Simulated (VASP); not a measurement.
## A VASP study of PtS2 (PBE + D3(BJ)): structure first, properties next

What structure does PtS2 take at this level, and what are its properties? The steps: full relaxation (PBE + D3(BJ)), second relaxation, single point with fields (PBE + D3(BJ)), band structure (PBE + D3(BJ)), total and projected DOS (PBE + D3(BJ)), core-level energies (PBE + D3(BJ)), field gradients at the nuclei (PBE + D3(BJ)) and ionic relaxation at fixed cell (PBE + D3(BJ)), changed input. The start is a cell from a database of measured crystal structures.

Calculated with VASP 6.6.1; PBE with D3(BJ); plane waves and PAW (Pt, S).

**1. Starting point**

Before any relaxation, the start is as follows. Symmetry: P-3m1, No. 164, trigonal system. The conventional cell has a = 3.543 Å, b = 3.543 Å, c = 5.039 Å, α = 90.00°, β = 90.00°, γ = 120.00°. Nearest to Pt lie 6 S at 2.34 Å. Nearest to S lie 3 Pt at 2.34 Å. Farther neighbours and most contacts between anions are not listed.

**2. Full relaxation (PBE + D3(BJ))**

The start need not lie at this functional's minimum. ISIF = 3 frees volume, shape and positions, and EDIFFG sets the threshold on forces and stress at which the search stops. PBE, the usual starting point, adds the gradient of the density. A dispersion term adds the long-range attraction that semilocal functionals lack. D3 with Becke-Johnson damping keeps a finite attraction at short range.

INCAR reads:

```
SYSTEM = PtS2
PREC = Accurate
ENCUT = 400
EDIFF = 1E-06
NELM = 100
ISMEAR = 0
SIGMA = 0.05
LREAL = .FALSE.
ALGO = Normal
GGA = PE
IVDW = 12
NBANDS = 17
LASPH = .TRUE.
LORBIT = 11
LWAVE = .FALSE.
LCHARG = .FALSE.
KPAR = 2
IBRION = 2
NSW = 60
ISIF = 3
EDIFFG = -0.01
```

POSCAR reads:

```
PtS2
1.0
    3.5432000000      0.0000000000      0.0000000000
   -1.7716000000      3.0685012107      0.0000000000
    0.0000000000      0.0000000000      5.0388000000
Pt S
1 2
Direct
    0.0000000000      0.0000000000      0.0000000000
    0.3333333333      0.6666666667      0.2270000000
    0.6666666667      0.3333333333      0.7730000000
```

KPOINTS reads:

```
Automatic mesh
0
Gamma
6 6 4
0 0 0
```

Potentials, in the order of the species: Pt and S (PBE family, release 64).

Started as:

```console
$ mpirun -np 2 vasp_std
```

Output:

```text
[banner, memory and clock lines left out]
running    2 mpi-ranks, on    1 nodes
 distrk:  each k-point on    1 cores,    2 groups
 distr:  one band on    1 cores,    1 groups

 POSCAR found type information on POSCAR PtS
 POSCAR found :  2 types and       3 ions
 LDA part: xc-table for (Slater+PW92), standard interpolation
 POSCAR, INCAR and KPOINTS ok, starting setup
 FFT: planning ... GRIDC
 FFT: planning ... GRID_SOFT
 FFT: planning ... GRID
 WAVECAR not read
 entering main loop
       N       E                     dE             d eps       ncg     rms          rms(c)
DAV:   2    -0.125863449503E+02   -0.10686E+03   -0.10381E+03  1032   0.209E+02
DAV:   3    -0.166242695550E+02   -0.40379E+01   -0.40172E+01  1049   0.423E+01
DAV:   4    -0.166657450032E+02   -0.41475E-01   -0.41460E-01  1066   0.465E+00
DAV:   5    -0.166664461025E+02   -0.70110E-03   -0.70104E-03  1086   0.574E-01    0.200E+01
DAV:   6    -0.154899571175E+02    0.11765E+01   -0.70335E+00   832   0.254E+01    0.128E+01
DAV:   7    -0.152920171464E+02    0.19794E+00   -0.12399E+00   844   0.111E+01    0.632E+00
DAV:   8    -0.152712069767E+02    0.20810E-01   -0.57887E-02   941   0.187E+00    0.117E+00
DAV:   9    -0.152679848194E+02    0.32222E-02   -0.10975E-02  1024   0.105E+00    0.195E-01
DAV:  10    -0.152682220470E+02   -0.23723E-03   -0.11803E-03  1062   0.233E-01    0.113E-01
DAV:  11    -0.152682830659E+02   -0.61019E-04   -0.74519E-05   990   0.702E-02    0.260E-02
DAV:  12    -0.152682841291E+02   -0.10632E-05   -0.18779E-05  1047   0.420E-02    0.101E-02
DAV:  13    -0.152682852919E+02   -0.11628E-05   -0.14455E-06   750   0.964E-03    0.337E-03
DAV:  14    -0.152682855058E+02   -0.21386E-06   -0.36693E-07   541   0.390E-03
   1 F= -.16536058E+02 E0= -.16536058E+02  d E =-.165361E+02
 curvature:   0.00 expect dE= 0.000E+00 dE for cont linesearch  0.000E+00
 trial: gam= 0.00000 g(F)=  0.150E+00 g(S)=  0.302E+00 ort = 0.000E+00 (trialstep = 0.100E+01)
 search vector abs. value=  0.452E+00
 bond charge predicted
       N       E                     dE             d eps       ncg     rms          rms(c)
DAV:   1    -0.171873822014E+02   -0.19191E+01   -0.44205E+01   848   0.526E+01    0.957E+00
DAV:   2    -0.157115147833E+02    0.14759E+01   -0.77081E+00   841   0.282E+01    0.911E+00
DAV:   3    -0.153630909663E+02    0.34842E+00   -0.67301E-01   909   0.822E+00    0.499E+00
DAV:   4    -0.152761030607E+02    0.86988E-01   -0.36590E-01   827   0.364E+00    0.200E+00
DAV:   5    -0.152752525414E+02    0.85052E-03   -0.99949E-03  1078   0.717E-01    0.976E-01
DAV:   6    -0.152750776698E+02    0.17487E-03   -0.28504E-03   951   0.317E-01    0.764E-02
DAV:   7    -0.152750968469E+02   -0.19177E-04   -0.11487E-04  1119   0.720E-02    0.505E-02
DAV:   8    -0.152750983327E+02   -0.14858E-05   -0.80136E-06  1009   0.204E-02    0.210E-02
DAV:   9    -0.152750995144E+02   -0.11818E-05   -0.12803E-06   905   0.820E-03    0.470E-03
DAV:  10    -0.152751000135E+02   -0.49909E-06   -0.36701E-07   699   0.414E-03
   2 F= -.16400521E+02 E0= -.16400521E+02  d E =0.135537E+00
[... from here on, the cycles between the ionic steps are left out ...]
   3 F= -.16614931E+02 E0= -.16614931E+02  d E =-.788723E-01
   4 F= -.16615005E+02 E0= -.16615005E+02  d E =-.789471E-01
   5 F= -.16628689E+02 E0= -.16628689E+02  d E =-.136838E-01
   6 F= -.16636284E+02 E0= -.16636284E+02  d E =-.212786E-01
   7 F= -.16636331E+02 E0= -.16636331E+02  d E =-.213255E-01
   8 F= -.16640864E+02 E0= -.16640864E+02  d E =-.453279E-02
   9 F= -.16652507E+02 E0= -.16652507E+02  d E =-.161761E-01
  10 F= -.16662584E+02 E0= -.16662575E+02  d E =-.262531E-01
  11 F= -.16660286E+02 E0= -.16660054E+02  d E =0.229789E-02
  12 F= -.16663575E+02 E0= -.16663535E+02  d E =-.990477E-03
  13 F= -.16663575E+02 E0= -.16663534E+02  d E =-.990952E-03
  14 F= -.16663574E+02 E0= -.16663532E+02  d E =-.990137E-03
 curvature:  -0.60 expect dE=-0.257E-04 dE for cont linesearch -0.259E-06
 ZBRENT: accuracy reached
 trial: gam=-0.05446 g(F)=  0.431E-05 g(S)=  0.387E-04 ort =-0.834E-04 (trialstep = 0.866E+00)
 search vector abs. value=  0.995E-04
 bond charge predicted
       N       E                     dE             d eps       ncg     rms          rms(c)
DAV:   1    -0.153197057111E+02   -0.13948E-02   -0.64432E-03   818   0.554E-01    0.834E-02
DAV:   2    -0.153196013777E+02    0.10433E-03   -0.69729E-04   883   0.257E-01    0.548E-02
DAV:   3    -0.153195794386E+02    0.21939E-04   -0.41289E-05   965   0.652E-02    0.232E-02
DAV:   4    -0.153195734532E+02    0.59854E-05   -0.43243E-05   851   0.367E-02    0.976E-03
DAV:   5    -0.153195727593E+02    0.69387E-06   -0.23636E-06   821   0.981E-03
  15 F= -.16663614E+02 E0= -.16663579E+02  d E =-.395092E-04
 ZBRENT: can't locate minimum, use default step
 trial-energy change:   -0.000040  1 .order   -0.000037   -0.000041   -0.000032
 step:   3.4638(harm=  4.0219)  dis= 0.00376  next Energy=   -16.663670 (dE=-0.955E-04)
 reached required accuracy - stopping structural energy minimisation
```

Wall time 31 s (2 MPI ranks of Intel Xeon 6975P-C (Granite Rapids), shared host); peak memory 0.33 GiB.

Lines that name or quote the potential files are left out of all logs, and their timing lines are given in words.

Parts of OUTCAR (step 2):

```text
ion  position               nearest neighbor table
   1  0.000  0.000  0.000-   2 2.34   3 2.34   3 2.34   2 2.34   3 2.34   2 2.34
   2  0.333  0.667  0.227-   1 2.34   1 2.34   1 2.34
   3  0.667  0.333  0.773-   1 2.34   1 2.34   1 2.34

  LATTYP: Found a hexagonal cell.
 ALAT       =     3.5432000000
 C/A-ratio  =     1.4221043125

 Subroutine GETGRP returns: Found 12 space group operations
 (whereof 12 operations were pure point group operations)

The static configuration has the point symmetry D_3d.

 Found     24 irreducible k-points:

   k-points           NKPTS =     24   k-points in BZ     NKDIM =     24   number of bands    NBANDS=     17

   dimension x,y,z NGX =    24 NGY =   24 NGZ =   36
   dimension x,y,z NGXF=    48 NGYF=   48 NGZF=   72

   ENCUT  =  400.0 eV  29.40 Ry    5.42 a.u.   5.78  5.78  8.22*2*pi/ulx,y,z

   NELECT =      22.0000    total number of electrons

 k-points in reciprocal lattice and weights: Automatic mesh
   0.00000000  0.00000000  0.00000000       0.007
   0.16666667 -0.00000000  0.00000000       0.042
   0.33333333 -0.00000000  0.00000000       0.042
   0.50000000 -0.00000000  0.00000000       0.021
   0.16666667  0.16666667  0.00000000       0.042
   0.33333333  0.16666667  0.00000000       0.083
   0.33333333  0.33333333  0.00000000       0.014
   0.00000000  0.00000000  0.25000000       0.014
   0.16666667 -0.00000000  0.25000000       0.042
[...]
0.33333333  0.16666667  0.50000000       0.083
   0.33333333  0.33333333  0.50000000       0.014

 Edisp (eV)   -1.34526

 average (electrostatic) potential at core
       1 -67.6853       2 -84.8117       3 -84.8117

 E-fermi :   7.9212

 k-point     1 :       0.0000    0.0000    0.0000
  band No.  band energies     occupation
    ...
      7       3.6236      2.00000
      8       5.3830      2.00000
      9       6.2811      2.00000
     10       6.2811      2.00000
     11       7.8528      1.94699
     12       9.1116      0.00000
     13       9.1116      0.00000
     14      11.5762      0.00000
     15      12.9026      0.00000
     16      15.2857      0.00000
    ...

 k-point     2 :       0.1667   -0.0000    0.0000
  band No.  band energies     occupation
    ...
      7       3.4012      2.00000
      8       4.6406      2.00000
      9       5.9643      2.00000
     10       6.0915      2.00000
     11       7.0500      2.00000
     12       9.1322      0.00000
     13       9.2319      0.00000
     14      12.9242      0.00000
     15      13.8831      0.00000
     16      15.1024      0.00000
    ...

 k-point     3 :       0.3333   -0.0000    0.0000
  band No.  band energies     occupation
    ...
      7       3.3214      2.00000
      8       4.0455      2.00000
      9       5.2342      2.00000
     10       5.2710      2.00000
     11       5.7616      2.00000
     12       8.9821      0.00000
     13       9.7996      0.00000
     14      12.9157      0.00000
     15      14.8096      0.00000
     16      15.8030      0.00000
    ...

 Edisp (eV)   -1.34404

  Total       0.01003     0.01003     0.02979    -0.00000     0.00000    -0.00000
  in kB       0.30793     0.30793     0.91461    -0.00000     0.00000    -0.00000
  external pressure =        0.51 kB  Pullay stress =        0.00 kB

  energy-cutoff  :      400.00
  volume of cell :       52.19
      direct lattice vectors                 reciprocal lattice vectors
     3.576072849 -0.000000000  0.000000000     0.279636362  0.161448129  0.000000000
    -1.788036425  3.096969933 -0.000000000    -0.000000000  0.322896257  0.000000000
     0.000000000 -0.000000000  4.712262383    -0.000000000  0.000000000  0.212212292

 POSITION                                       TOTAL-FORCE (eV/Angst)
 -----------------------------------------------------------------------------------
      0.00000     -0.00000      4.71226        -0.000000      0.000000      0.000000
     -0.00000      2.06465      1.20653        -0.000000      0.000000     -0.004512
      1.78804      1.03232      3.50574         0.000000     -0.000000      0.004512
 -----------------------------------------------------------------------------------
    total drift:                                0.000000     -0.000000      0.000000

  FREE ENERGIE OF THE ION-ELECTRON SYSTEM (eV)
  ---------------------------------------------------
  free  energy   TOTEN  =       -16.6636136690 eV

  energy  without entropy=      -16.6635446229  energy(sigma->0) =      -16.66357915

 reached required accuracy - stopping structural energy minimisation

 total charge
# of ion       s       p       d       tot
------------------------------------------
    1        0.696   0.779   7.982   9.457
    2        1.366   2.265   0.000   3.631
    3        1.366   2.265   0.000   3.631
--------------------------------------------------
tot          3.429   5.309   7.982  16.720

[... 3 further parts left out ...]
```

CONTCAR:

```
PtS2
   1.00000000000000
     3.5760728491469504   -0.0000000000000000    0.0000000000000000
    -1.7880364245734752    3.0969699331563105   -0.0000000000000002
     0.0000000000000001   -0.0000000000000003    4.7122623832795085
  Pt              S
     1     2
Direct
     0.0000000000000000    0.0000000000000000    1.0000000000000000
     0.3333333332999970    0.6666666667000030    0.2560399136377225
     0.6666666667000030    0.3333333332999970    0.7439600863622773
```

The gap is read on the k-mesh alone, so it is an upper bound where the band edges lie off the mesh. The run keeps the 12 symmetry operations of its start, so it cannot find a distortion of lower symmetry.

The steps of the relaxation:

| step | energy less that of the first step (eV) | largest force (eV/Å) | pressure (GPa) | volume (Å³) |
| --- | --- | --- | --- | --- |
| 1 | 0.0000 | 1.2473 | 7.28 | 54.78 |
| 2 | 0.1355 | 0.9035 | -11.36 | 61.63 |
| 3 | -0.0789 | 0.3194 | -1.14 | 57.20 |
| 4 | -0.0789 | 0.3430 | -0.92 | 57.13 |
| 5 | -0.0926 | 0.2302 | -0.65 | 56.62 |
| 6 | -0.1002 | 0.0729 | -0.26 | 55.92 |
| 7 | -0.1003 | 0.0591 | -0.23 | 55.86 |
| 8 | -0.1048 | 0.0615 | -0.17 | 55.48 |
| 9 | -0.1164 | 0.0705 | 0.09 | 54.33 |
| 10 | -0.1265 | 0.0835 | 1.00 | 52.01 |
| 11 | -0.1242 | 0.1548 | -1.49 | 52.37 |
| 12 | -0.1275 | 0.0027 | 0.13 | 52.14 |
| 13 | -0.1275 | 0.0050 | 0.10 | 52.14 |
| 14 | -0.1275 | 0.0067 | 0.09 | 52.14 |
| 15 | -0.1276 | 0.0045 | 0.05 | 52.19 |

| conventional cell, symmetrised | before | after | change |
| --- | --- | --- | --- |
| a (Å) | 3.543 | 3.576 | +0.9 % |
| b (Å) | 3.543 | 3.576 | +0.9 % |
| c (Å) | 5.039 | 4.712 | -6.5 % |
| volume (Å³/atom) | 18.26 | 17.40 | -4.7 % |

The atoms that moved most (Å, as changes of fractional coordinates times the final cell):

| atom | dx | dy | dz | length |
| --- | --- | --- | --- | --- |
| S3 | 0.000 | 0.000 | -0.137 | 0.137 |
| S2 | 0.000 | 0.000 | 0.137 | 0.137 |

Final coordinates:

```cif
data_structure
_symmetry_space_group_name_H-M 'P 1'
_symmetry_Int_Tables_number 1
_cell_length_a 3.5761
_cell_length_b 3.5761
_cell_length_c 4.7123
_cell_angle_alpha 90.000
_cell_angle_beta 90.000
_cell_angle_gamma 120.000
_cell_volume 52.19
loop_
_atom_site_label
_atom_site_type_symbol
_atom_site_fract_x
_atom_site_fract_y
_atom_site_fract_z
_atom_site_occupancy
Pt1 Pt 0.00000 0.00000 0.00000 1
S2 S 0.33333 0.66667 0.25604 1
S3 S 0.66667 0.33333 0.74396 1
```

A gap read on the k-mesh alone can miss the band edges.

Numbers from this step:

```
electrons                       : 22
bands                           : 17
irreducible k-points            : 24
symmetry operations             : 12
free energy (TOTEN)             : -16.66 eV
Fermi energy                    : 7.921 eV
pressure                        : 0.05102 GPa
metallic                        : no
valence top at k                : 0, 0, 0
conduction bottom at k          : 0, 0.3333, 0.25
least direct gap at k           : 0, 0.1667, 0.25
SCF cycles over all ionic steps : 108
gap on the k-mesh               : 0.1616 eV
least direct gap on the k-mesh  : 1.079 eV
```

It ends with a largest force of 0.005 eV/Å and a pressure of 0.05 GPa. The volume lies -4.7 % from that of the database's start, which holds the thermal and zero-point expansion of its experiment.

**3. Second relaxation**

The basis stayed that of the start cell while the cell moved. A rerun from the cell reached resets it; the error of the finite cutoff stays.

INCAR is that of step 2.

POSCAR reads:

```
PtS2
1.0
    3.5760728491      0.0000000000      0.0000000000
   -1.7880364246      3.0969699332      0.0000000000
    0.0000000000      0.0000000000      4.7122623833
Pt S
1 2
Direct
    0.0000000000      0.0000000000      0.0000000000
    0.3333333333      0.6666666667      0.2560399136
    0.6666666667      0.3333333333      0.7439600864
```

KPOINTS is that of step 2.

Started as:

```console
$ mpirun -np 2 vasp_std
```

Output:

```text
[... set-up lines as in an earlier step ...]
 entering main loop
       N       E                     dE             d eps       ncg     rms          rms(c)
DAV:   1     0.922231702888E+02    0.92223E+02   -0.91602E+03   856   0.932E+02
DAV:   2    -0.126183096086E+02   -0.10484E+03   -0.10171E+03  1037   0.208E+02
DAV:   3    -0.165893364118E+02   -0.39710E+01   -0.39476E+01  1009   0.415E+01
DAV:   4    -0.166268159320E+02   -0.37480E-01   -0.37467E-01  1122   0.450E+00
DAV:   5    -0.166273735482E+02   -0.55762E-03   -0.55756E-03  1057   0.516E-01    0.181E+01
DAV:   6    -0.155942820733E+02    0.10331E+01   -0.68887E+00   825   0.252E+01    0.126E+01
DAV:   7    -0.153366969453E+02    0.25759E+00   -0.13123E+00   835   0.115E+01    0.588E+00
DAV:   8    -0.153217190058E+02    0.14978E-01   -0.67310E-02   927   0.185E+00    0.133E+00
DAV:   9    -0.153185167683E+02    0.32022E-02   -0.94035E-03  1001   0.998E-01    0.221E-01
DAV:  10    -0.153186887901E+02   -0.17202E-03   -0.13588E-03  1013   0.243E-01    0.888E-02
DAV:  11    -0.153187328408E+02   -0.44051E-04   -0.50039E-05  1001   0.581E-02    0.441E-02
DAV:  12    -0.153187356964E+02   -0.28556E-05   -0.92393E-06   997   0.272E-02    0.774E-03
DAV:  13    -0.153187367359E+02   -0.10395E-05   -0.78362E-07   797   0.676E-03    0.391E-03
DAV:  14    -0.153187368954E+02   -0.15954E-06   -0.22157E-07   497   0.349E-03
   1 F= -.16662778E+02 E0= -.16662743E+02  d E =-.166628E+02
 curvature:   0.00 expect dE= 0.000E+00 dE for cont linesearch  0.000E+00
 trial: gam= 0.00000 g(F)=  0.219E-05 g(S)=  0.144E-04 ort = 0.000E+00 (trialstep = 0.100E+01)
 search vector abs. value=  0.166E-04
 reached required accuracy - stopping structural energy minimisation
```

Wall time 3.8 s (2 MPI ranks); peak memory 0.3 GiB.

Parts of OUTCAR (step 3):

```text
  LATTYP: Found a hexagonal cell.
 ALAT       =     3.5760728491
 C/A-ratio  =     1.3177199073

The static configuration has the point symmetry D_3d.

 Found     24 irreducible k-points:

   dimension x,y,z NGX =    24 NGY =   24 NGZ =   32
   dimension x,y,z NGXF=    48 NGYF=   48 NGZF=   64

   ENCUT  =  400.0 eV  29.40 Ry    5.42 a.u.   5.83  5.83  7.68*2*pi/ulx,y,z

   NELECT =      22.0000    total number of electrons

 E-fermi :   7.9212

 k-point     1 :       0.0000    0.0000    0.0000
  band No.  band energies     occupation
    ...
      7       3.6235      2.00000
      8       5.3828      2.00000
      9       6.2812      2.00000
     10       6.2812      2.00000
     11       7.8527      1.94707
     12       9.1118      0.00000
     13       9.1118      0.00000
     14      11.5761      0.00000
     15      12.9026      0.00000
     16      15.2857      0.00000
    ...

 k-point     2 :       0.1667   -0.0000    0.0000
  band No.  band energies     occupation
    ...
      7       3.4012      2.00000
      8       4.6405      2.00000
      9       5.9643      2.00000
     10       6.0916      2.00000
     11       7.0501      2.00000
     12       9.1322      0.00000
     13       9.2320      0.00000
     14      12.9242      0.00000
     15      13.8830      0.00000
     16      15.1025      0.00000
    ...

 Edisp (eV)   -1.34404

  Total       0.01175     0.01175     0.02492    -0.00000     0.00000     0.00000
  in kB       0.36064     0.36064     0.76508    -0.00000     0.00000     0.00000
  external pressure =        0.50 kB  Pullay stress =        0.00 kB

  energy-cutoff  :      400.00
  volume of cell :       52.19
      direct lattice vectors                 reciprocal lattice vectors
     3.576072849  0.000000000  0.000000000     0.279636362  0.161448129  0.000000000
    -1.788036425  3.096969933  0.000000000     0.000000000  0.322896257  0.000000000
     0.000000000  0.000000000  4.712262383     0.000000000  0.000000000  0.212212292

 POSITION                                       TOTAL-FORCE (eV/Angst)
 -----------------------------------------------------------------------------------
      0.00000      0.00000      0.00000        -0.000000      0.000000      0.000000
     -0.00000      2.06465      1.20653         0.000000      0.000000     -0.004767
      1.78804      1.03232      3.50574        -0.000000     -0.000000      0.004767
 -----------------------------------------------------------------------------------
    total drift:                                0.000000     -0.000000      0.000000

  FREE ENERGIE OF THE ION-ELECTRON SYSTEM (eV)
  ---------------------------------------------------
  free  energy   TOTEN  =       -16.6627778051 eV

  energy  without entropy=      -16.6627088466  energy(sigma->0) =      -16.66274333

 total charge
# of ion       s       p       d       tot
------------------------------------------
    1        0.696   0.779   7.982   9.457
    2        1.366   2.265   0.000   3.631
    3        1.366   2.265   0.000   3.631
--------------------------------------------------
tot          3.429   5.309   7.982  16.719

[... 3 parts as in an earlier step ...]

[... 7 further parts left out ...]
```

Little changed from the start: no atom moved by 0.005 Å and no cell edge by 0.1 %.

This step gave:

```yaml
pressure: 0.04955 GPa
scf_cycles_over_all_ionic_steps: 14
gap_on_the_k_mesh: 0.1617 eV
```

It ends with a largest force of 0.005 eV/Å and a pressure of 0.05 GPa. The volume moved by under 0.01 %: the run met its threshold at the first step.

(Part 1 of 4 ends here.)

[Lines on the potential files, build, host, timing and source positions are cut from VASP's logs without a mark.]

[Logs are printed without paths, hosts, clocks, repeated set-up lines and the standing remarks that a program may print on its own settings, such as how far it seeks lower states.]

[Hosts, paths, dates, database ids (printed as entryN), source tags and the programs' standing remarks are cut or masked in the printed files.]

[A measured line is paired with the nearest computed mode of its activity, which favours agreement.]
